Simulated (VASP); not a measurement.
# Ta3Si3N (P4/mmm) in VASP: band structure with PBE

Aim: the band structure of Ta3Si3N with PBE.

All numbers are computed with VASP 6.6.1; they aren't measurements. Logs are shortened: lines on timing, memory, paths and dates and some standing lists are left out, and cuts for length are marked.

### Step 1. The structure

It takes space group P4/mmm (No. 123, tetragonal). The conventional cell has a = 3.222 Å, b = 3.222 Å, c = 9.482 Å, α = 90.00°, β = 90.00°, γ = 90.00°. Around Ta (site symmetry 4mm) lie 1 N at 2.14 Å. Around Ta (site symmetry 4/mmm) lie 4 N at 2.28 Å. Si (site symmetry 4mm) is surrounded by 5 Si at 2.59 to 2.62 Å and 4 Ta at 2.63 Å. Si (site symmetry 4/mmm) has 2 Ta at 2.60 Å and 8 Si at 2.62 Å as nearest neighbours. N (site symmetry 4/mmm) is surrounded by 6 Ta at 2.14 to 2.28 Å.

The cell was built by a generator and needn't be a form met in nature.

### Step 2. Band structure, PBE

Contents of INCAR:

```
SYSTEM = Ta3Si3N
PREC = Accurate ; ENCUT = 520
EDIFF = 1E-6 ; ISMEAR = 0
SIGMA = 0.1 ; LREAL = .False.
LASPH = .True. ; NELM = 100
ALGO = Normal ; ISIF = 2
LWAVE = .False. ; LCHARG = .False.
LMAXMIX = 4 ; GGA = PE
NBANDS = 34
```

Contents of KPOINTS:

```
regular mesh
0
Gamma
  10 10 4
  0 0 0
```

Contents of POSCAR:

```
Ta3Si3N
1.0
    3.2220200000      0.0000000000      0.0000000000
    0.0000000000      3.2220200000      0.0000000000
    0.0000000000      0.0000000000      9.4824000000
Ta Si N
3 3 1
Direct
    0.0000000000      0.0000000000      0.7745660000
    0.0000000000      0.0000000000      0.2254340000
    0.5000000000      0.5000000000      0.0000000000
    0.5000000000      0.5000000000      0.3633380000
    0.5000000000      0.5000000000      0.6366620000
    0.0000000000      0.0000000000      0.5000000000
    0.0000000000      0.0000000000      0.0000000000
```

Contents of KPOINTS_OPT:

```
path GXMGZRAZ,XR,MA
20
line-mode
reciprocal
 0.0000000000  0.0000000000  0.0000000000  G
 0.0000000000  0.5000000000  0.0000000000  X

 0.0000000000  0.5000000000  0.0000000000  X
 0.5000000000  0.5000000000  0.0000000000  M

 0.5000000000  0.5000000000  0.0000000000  M
 0.0000000000  0.0000000000  0.0000000000  G

 0.0000000000  0.0000000000  0.0000000000  G
 0.0000000000  0.0000000000  0.5000000000  Z

 0.0000000000  0.0000000000  0.5000000000  Z
 0.0000000000  0.5000000000  0.5000000000  R

 0.0000000000  0.5000000000  0.5000000000  R
 0.5000000000  0.5000000000  0.5000000000  A

 0.5000000000  0.5000000000  0.5000000000  A
 0.0000000000  0.0000000000  0.5000000000  Z

 0.0000000000  0.5000000000  0.0000000000  X
 0.0000000000  0.5000000000  0.5000000000  R

 0.5000000000  0.5000000000  0.0000000000  M
 0.5000000000  0.5000000000  0.5000000000  A
```

Potentials or basis: VASP PAW PBE potentials, release 64 (Ta_pv, Si, N).

Command:

```
> cat potpaw_PBE.64/Ta_pv/POTCAR potpaw_PBE.64/Si/POTCAR potpaw_PBE.64/N/POTCAR > POTCAR
> mpirun -np 1 vasp_std > vasp.out
```

OUTCAR:

```text
SYSTEM = Ta3Si3N
   PREC = Accurate
   ENCUT = 520
   EDIFF = 1E-6
   ISMEAR = 0
   LREAL = .False.
   LASPH = .True.
   NELM = 100
   ISIF = 2
   GGA = PE

 ion  position               nearest neighbor table
   1  0.000  0.000  0.775-   7 2.14   6 2.60   5 2.63   5 2.63   5 2.63   5 2.63   3 3.12   3 3.12
                             3 3.12   3 3.12
   2  0.000  0.000  0.225-   7 2.14   6 2.60   4 2.63   4 2.63   4 2.63   4 2.63   3 3.12   3 3.12
                             3 3.12   3 3.12
   3  0.500  0.500  0.000-   7 2.28   7 2.28   7 2.28   7 2.28   2 3.12   2 3.12   1 3.12   2 3.12
                             1 3.12   1 3.12   2 3.12   1 3.12
   4  0.500  0.500  0.363-   5 2.59   6 2.62   6 2.62   6 2.62   6 2.62   2 2.63   2 2.63   2 2.63
                             2 2.63
   5  0.500  0.500  0.637-   4 2.59   6 2.62   6 2.62   6 2.62   6 2.62   1 2.63   1 2.63   1 2.63
                             1 2.63
   6  0.000  0.000  0.500-   1 2.60   2 2.60   4 2.62   5 2.62   4 2.62   5 2.62   4 2.62   5 2.62
                             4 2.62   5 2.62
   7  0.000  0.000  0.000-   1 2.14   2 2.14   3 2.28   3 2.28   3 2.28   3 2.28

  LATTYP: Found a simple tetragonal cell.
 ALAT       =     3.2220200000
 C/A-ratio  =     2.9429984916

  Lattice vectors:

 A1 = (   3.2220200000,   0.0000000000,   0.0000000000)
 A2 = (   0.0000000000,   3.2220200000,   0.0000000000)
 A3 = (   0.0000000000,   0.0000000000,   9.4824000000)

Analysis of symmetry for initial positions (statically):
=====================================================================
 Subroutine PRICEL returns:
 Original cell was already a primitive cell.

 Routine SETGRP: Setting up the symmetry group for a
 simple tetragonal supercell.

 Subroutine GETGRP returns: Found 16 space group operations
 (whereof 16 operations were pure point group operations)
 out of a pool of 16 trial point group operations.

The static configuration has the point symmetry D_4h.

Analysis of symmetry for dynamics (positions and initial velocities):
=====================================================================
 Subroutine PRICEL returns:
 Original cell was already a primitive cell.

 Routine SETGRP: Setting up the symmetry group for a
 simple tetragonal supercell.

 Subroutine GETGRP returns: Found 16 space group operations
 (whereof 16 operations were pure point group operations)
 out of a pool of 16 trial point group operations.

The dynamic configuration has the point symmetry D_4h.

 Subroutine INISYM returns: Found 16 space group operations
 (whereof 16 operations are pure point group operations),
 and found     1 'primitive' translations

----------------------------------------------------------------------------------------

                                     Primitive cell

  volume of cell :      98.4407

  direct lattice vectors                    reciprocal lattice vectors
     3.222020000  0.000000000  0.000000000     0.310364306  0.000000000  0.000000000
     0.000000000  3.222020000  0.000000000     0.000000000  0.310364306  0.000000000
     0.000000000  0.000000000  9.482400000     0.000000000  0.000000000  0.105458534

  length of vectors
     3.222020000  3.222020000  9.482400000     0.310364306  0.310364306  0.105458534

  position of ions in fractional coordinates (direct lattice)
     0.000000000  0.000000000  0.774566000
     0.000000000  0.000000000  0.225434000
     0.500000000  0.500000000  0.000000000
     0.500000000  0.500000000  0.363338000
     0.500000000  0.500000000  0.636662000
     0.000000000  0.000000000  0.500000000
     0.000000000  0.000000000  0.000000000

  ion indices of the primitive-cell ions
   primitive index   ion index
                 1           1
                 2           2
                 3           3
                 4           4
                 5           5
                 6           6
                 7           7

----------------------------------------------------------------------------------------

 KPOINTS: regular mesh

Automatic generation of k-mesh.
 Grid dimensions read from file:
 generate k-points for:   10   10    4

 Generating k-lattice:

  Cartesian coordinates                     Fractional coordinates (reciprocal lattice)
     0.031036431  0.000000000  0.000000000     0.100000000  0.000000000  0.000000000
     0.000000000  0.031036431  0.000000000     0.000000000  0.100000000  0.000000000
     0.000000000  0.000000000  0.026364633     0.000000000  0.000000000  0.250000000

  Length of vectors
     0.031036431  0.031036431  0.026364633

  Shift w.r.t. Gamma in fractional coordinates (k-lattice)
     0.000000000  0.000000000  0.000000000

 Subroutine IBZKPT returns following result:
 ===========================================

 Found     63 irreducible k-points:

 Following reciprocal coordinates:
            Coordinates               Weight
  0.000000  0.000000  0.000000      1.000000
  0.100000  0.000000  0.000000      4.000000
  0.200000  0.000000  0.000000      4.000000
  0.300000  0.000000  0.000000      4.000000
  0.400000  0.000000  0.000000      4.000000
  0.500000  0.000000  0.000000      2.000000
[... 16 lines left out ...]
  0.100000  0.000000  0.250000      8.000000
  0.200000  0.000000  0.250000      8.000000
 [... further k-points ...]
   k-points           NKPTS =     63   k-points in BZ     NKDIM =     63   number of bands    NBANDS=     34
   number of dos      NEDOS =    301   number of ions     NIONS =      7
   total plane-waves  NPLWV =  41472
   dimension x,y,z NGX =    24 NGY =   24 NGZ =   72
   dimension x,y,z NGXF=    48 NGYF=   48 NGZF=  144
   ions per type =               3   3   1
   NGX,Y,Z   is equivalent  to a cutoff of  12.38, 12.38, 12.62 a.u.
   NGXF,Y,Z  is equivalent  to a cutoff of  24.77, 24.77, 25.25 a.u.
 SYSTEM =  Ta3Si3N
   PREC   = accura    normal or accurate (medium, high low for compatibility)
   ISTART =      0    job   : 0-new  1-cont  2-samecut
   ICHARG =      2    charge: 1-file 2-atom 10-const
   ISPIN  =      1    spin polarized calculation?
   LNONCOLLINEAR =      F non collinear calculations
   LSORBIT =      F    spin-orbit coupling
   LASPH  =      T    aspherical Exc in radial PAW
   ENCUT  =  520.0 eV  38.22 Ry    6.18 a.u.   5.99  5.99 17.63*2*pi/ulx,y,z
   NELM   =    100;   NELMIN=  2; NELMDL= -5     # of ELM steps
   EDIFF  = 0.1E-05   stopping-criterion for ELM
   LREAL  =      F    real-space projection
   EDIFFG = 0.1E-04   stopping-criterion for IOM
   NSW    =      0    number of steps for IOM
   IBRION =     -1    ionic relax: 0-MD 1-quasi-New 2-CG
   NFREE  =      0    steps in history (QN), initial steepest desc. (CG)
   ISIF   =      2    stress and relaxation
   ISYM   =      2    0-nonsym 1-usesym 2-fastsym
   POTIM  = 0.5000    time-step for ionic-motion
   TEBEG  =    0.0;   TEEND  =   0.0 temperature during run
   PSTRESS=    0.0 pullay stress
   NELECT =      50.0000    total number of electrons
   NUPDOWN=      -1.0000    fix difference up-down
   EMIN   =  10.00;   EMAX   =-10.00  energy-range for DOS
   EFERMI =   0.00;   METHOD = LEGACY
   ISMEAR =     0;   SIGMA  =   0.10  broadening in eV -4-tet -1-fermi 0-gaus
   EFERMI_NEDOS =   21; number of points for ismear=-14 and -15
   IALGO  =     38    algorithm
   IMIX   =      4    mixing-type and parameters
     AMIX     =   0.40;   BMIX     =  1.00
     AMIX_MAG =   1.60;   BMIX_MAG =  1.00
  volume/ion in A,a.u.               =      14.06        94.90
  Fermi-wavevector in a.u.,A,eV,Ry     =   1.306191  2.468343 23.213364  1.706134
  Thomas-Fermi vector in A             =   2.437009
   LORBIT       =      0    0 simple, 1 ext, 2 COOP (PROOUT), +10 PAW based schemes
   GGA     = PE    functional components
   LHFCALC =     F    Hartree Fock is set to
   AEXX    =    0.0000 exact exchange contribution
   IVDW    =     0    specifies the selected vdW correction
   LEPSILON=     F    determine dielectric tensor
   LRPA    =     F    only Hartree local field effects (RPA)
 non-spin polarized calculation
 Gauss-broadening in eV      SIGMA  =   0.10
  energy-cutoff  :      520.00
  volume of cell :       98.44
 maximum number of plane-waves:      2688
 NGX is ok and might be reduce to    24
   NGX = 11   NGY = 11   NGZ = 35

 number of electron      49.9999999 magnetization

 Free energy of the ion-electron system (eV)
  ---------------------------------------------------
  ext. energy  EPLUGINS =         0.00000000
  ---------------------------------------------------
  free energy    TOTEN  =       -62.36399138 eV

  energy without entropy =      -62.34619614  energy(sigma->0) =      -62.35509376

 E-fermi :   8.4930     XC(G=0): -12.2720

 val. band max:        8.4872315667   @ k =   0.2000   0.1000   0.0000
 cond. band min:       8.4979627012   @ k =   0.4000   0.3000   0.2500
 fundamental gap:      0.0107311346
 Fermi energy:         8.4930005857

 k-point     1 :       0.0000    0.0000    0.0000
  band No.  band energies     occupation
      1     -26.7657      2.00000
      2     -26.7657      2.00000
      3     -26.5058      2.00000
      4     -25.9107      2.00000
      5     -25.8142      2.00000
      6     -25.5863      2.00000
[... 26 lines left out ...]
     33      11.8889      0.00000
     34      11.8890      0.00000

 k-point     2 :       0.1000    0.0000    0.0000
  band No.  band energies     occupation
      1     -26.8014      2.00000
      2     -26.7614      2.00000
      3     -26.5005      2.00000
      4     -25.9005      2.00000
      5     -25.8198      2.00000
      6     -25.6076      2.00000
[... 26 lines left out ...]
     33      11.6287      0.00000
     34      11.9629      0.00000
[... 775 lines left out ...]
     33      11.5706      0.00000
     34      11.8531      0.00000

 k-point    24 :       0.2000    0.0000    0.2500
  band No.  band energies     occupation
      1     -26.8914      2.00000
      2     -26.7500      2.00000
      3     -26.4875      2.00000
      4     -25.8756      2.00000
      5     -25.8353      2.00000
      6     -25.6794      2.00000
[... 26 lines left out ...]
     33      12.1878      0.00000
     34      12.5054      0.00000

 [... further k-points ...]

------------------------ aborting loop because EDIFF is reached ----------------------------------------

  FORCE on cell =-STRESS in cart. coord.  units (eV):
  Direction    XX          YY          ZZ          XY          YZ          ZX
  --------------------------------------------------------------------------------------
  -------------------------------------------------------------------------------------
  Total       -0.0136369     -0.0136369      0.0025002      0.0000000      0.0000000      0.0000000
  in kB       -0.2219478     -0.2219478      0.0406918      0.0000000      0.0000000      0.0000000
  external PRESSURE =      -0.1344013 kB  Pullay stress =       0.0000000 kB

 VOLUME and BASIS-vectors are now :
 -----------------------------------------------------------------------------
  energy-cutoff  :      520.00
  volume of cell :       98.44
      direct lattice vectors                 reciprocal lattice vectors
     3.222020000  0.000000000  0.000000000     0.310364306  0.000000000  0.000000000
     0.000000000  3.222020000  0.000000000     0.000000000  0.310364306  0.000000000
     0.000000000  0.000000000  9.482400000     0.000000000  0.000000000  0.105458534

 POSITION                                       TOTAL-FORCE (eV/Angst)
 -----------------------------------------------------------------------------------
      0.00000      0.00000      7.34474        -0.000000     -0.000000      0.000452
      0.00000      0.00000      2.13766        -0.000000      0.000000     -0.000452
      1.61101      1.61101      0.00000        -0.000000      0.000000      0.000000
      1.61101      1.61101      3.44532        -0.000000      0.000000      0.000449
      1.61101      1.61101      6.03708         0.000000     -0.000000     -0.000449
      0.00000      0.00000      4.74120        -0.000000      0.000000      0.000000
      0.00000      0.00000      0.00000        -0.000000      0.000000      0.000000
 -----------------------------------------------------------------------------------
    total drift:                                0.000000     -0.000000     -0.000000

  FREE ENERGIE OF THE ION-ELECTRON SYSTEM (eV)
  ---------------------------------------------------
  free  energy   TOTEN  =       -62.3639913783 eV

  energy  without entropy=      -62.3461961352  energy(sigma->0) =      -62.35509376
```

Wall time 6.3 min (1 thread of Intel Xeon Platinum 8259CL at 2.50GHz (Skylake/Cascade Lake), shared host); peak memory 0.4 GiB.

What came out:

| Property | Result |
| --- | --- |
| Free energy | -62.3640 eV |
| Pressure | 0.0 GPa |
| Band gap along the path | none (metal or under the smearing width) |

Levels at the corners of the path, in eV from the Fermi level:
```
point  band 22  band 23  band 24  band 25  band 26  band 27  band 28  band 29
    Γ    -1.28    -0.76    -0.65    -0.65    -0.44     1.21     1.21     1.21
    X    -1.42    -1.03    -0.82     0.65     1.18     2.30     2.31     2.40
    X    -1.42    -1.03    -0.82     0.65     1.18     2.30     2.31     2.40
    M    -2.38    -2.38    -1.65     0.59     0.59     0.79     1.66     3.09
    M    -2.38    -2.38    -1.65     0.59     0.59     0.79     1.66     3.09
    Γ    -1.28    -0.76    -0.65    -0.65    -0.44     1.21     1.21     1.21
    Γ    -1.28    -0.76    -0.65    -0.65    -0.44     1.21     1.21     1.21
    Z    -1.11    -0.09     0.29     0.29     0.31     0.31     0.47     1.21
    Z    -1.11    -0.09     0.29     0.29     0.31     0.31     0.47     1.21
    R    -1.26    -1.21    -0.51     0.32     1.35     1.71     1.84     2.32
    R    -1.26    -1.21    -0.51     0.32     1.35     1.71     1.84     2.32
    A    -2.76    -2.76    -2.61    -0.60     0.73     0.73     2.91     2.91
    A    -2.76    -2.76    -2.61    -0.60     0.73     0.73     2.91     2.91
    Z    -1.11    -0.09     0.29     0.29     0.31     0.31     0.47     1.21
    X    -1.42    -1.03    -0.82     0.65     1.18     2.30     2.31     2.40
    R    -1.26    -1.21    -0.51     0.32     1.35     1.71     1.84     2.32
    M    -2.38    -2.38    -1.65     0.59     0.59     0.79     1.66     3.09
    A    -2.76    -2.76    -2.61    -0.60     0.73     0.73     2.91     2.91
```

Caveat: spin-orbit coupling is left out, which moves the levels of the heavy elements.
